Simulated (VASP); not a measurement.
Calculation: revPBE GGA, VASP's PBE PAW potentials (set 64) (plane waves; VASP 6.6.1).

VASP input:

### POSCAR
```
SnO
1
    3.9012687777     0.0000000000     0.0000000000
    0.0000000000     3.9012687777    -0.0000000000
    0.0000000000    -0.0000000000     5.2537186527
Sn O
2 2
Direct
  0.5000000000   0.0000000000   0.7782695496
  0.0000000000   0.5000000000   0.2217304504
  0.5000000000   0.5000000000   0.0000000000
  1.0000000000   0.0000000000   0.0000000000
```

### KPOINTS
```
Automatic mesh
0
Gamma
6 6 5
0 0 0
```

INCAR:
```
SYSTEM = SnO
PREC = Accurate; ENCUT = 520; LREAL = .FALSE.
LASPH = .TRUE.
EDIFF = 1E-7; NELM = 100; ALGO = Normal
LMAXMIX = 4
ISMEAR = -5
GGA = RE
ISIF = 2
LWAVE = .FALSE.; LCHARG = .TRUE.; LORBIT = 11
NEDOS = 601
LEFG = .TRUE.
```

POTCAR, in this order: Sn_d O (PBE.64 set). Program: vasp_std.

Q: What will the output report for the number of irreducible k-points (NKPTS), largest plane-wave count, number of space-group operations, FFT grid (NGX, NGY, NGZ)?

A: 
The number of irreducible k-points (NKPTS) is 30. The largest plane-wave count is 2174 and the number of space-group operations comes out as 16. The FFT grid (NGX, NGY, NGZ) is 30 × 30 × 40.

The compound is SnO in the litharge structure. It was relaxed first, which changed the volume by +14 %.
